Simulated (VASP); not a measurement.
## From an Ansatz input to VASP: KSrCl₃ (strained cubic perovskite)

Ansatz input

```yaml
crystal:
  lattice:
    - [5.4952951357, 0.0, 0.0]
    - [0.0, 5.4952951357, 0.0]
    - [0.0, 0.0, 5.4952951357]
  atoms:
    - { symbol: K, position: [0.0, 0.0, 0.0] }
    - { symbol: Sr, position: [0.5, 0.5, 0.5] }
    - { symbol: Cl, position: [0.5, 0.5, 0.0] }
    - { symbol: Cl, position: [0.5, 0.0, 0.5] }
    - { symbol: Cl, position: [0.0, 0.5, 0.5] }
kpoints:
  mp_grid: { grid: [4, 4, 4] }
  band_path:
    path: [[0.0, 0.0, 0.0], [0.0, 0.5, 0.0], [0.5, 0.5, 0.0], [0.5, 0.5, 0.5]]
    npoints: 1
hamiltonian:
  xc: pbe
scf:
  occupations: { method: fermi_dirac, width: 0.02 }
  n_extra_bands: 5
output:
  forces: true
  stress: true
  eigenvalues: true
```

Q: Which VASP files do the same job?

A: 

INCAR

```
GGA = PE
NSW = 0
SIGMA = 0.02
LWAVE = .FALSE.
NELM = 120
ISMEAR = -1
EDIFF = 1E-7
IBRION = -1
LREAL = .FALSE.
NBANDS = 28
ENCUT = 520
LCHARG = .FALSE.
PREC = Accurate
ISIF = 2
LASPH = .TRUE.
```

KPOINTS

```
KPOINTS created by Atomic Simulation Environment
0
Gamma
4 4 4
0 0 0
```

KPOINTS_OPT

```
special points
4
Reciprocal
0.0000000000 0.0000000000 0.0000000000 1
0.0000000000 0.5000000000 0.0000000000 1
0.5000000000 0.5000000000 0.0000000000 1
0.5000000000 0.5000000000 0.5000000000 1
```

POSCAR

```
K  Sr Cl
 1.0000000000000000
     5.4952951357000002    0.0000000000000000    0.0000000000000000
     0.0000000000000000    5.4952951357000002    0.0000000000000000
     0.0000000000000000    0.0000000000000000    5.4952951357000002
 K   Sr  Cl
   1   1   3
Cartesian
  0.0000000000000000  0.0000000000000000  0.0000000000000000
  2.7476475678500001  2.7476475678500001  2.7476475678500001
  2.7476475678500001  2.7476475678500001  0.0000000000000000
  2.7476475678500001  0.0000000000000000  2.7476475678500001
  0.0000000000000000  2.7476475678500001  2.7476475678500001
```

VASP ran with the recommended PBE PAW datasets (40 valence electrons in the cell). Other inputs would serve too.

|  | Ansatz | VASP |
| --- | --- | --- |
| gap between bands v and c | 4.63 eV | 4.63 eV |
| least direct gap | 4.82 eV | 4.81 eV |
| pressure | 2.5 GPa | 2.6 GPa |

The two codes use different PAW datasets and cutoffs. VASP's cell holds 40 valence electrons and Ansatz's 40. Ansatz's stress includes a Pulay correction; VASP's doesn't.
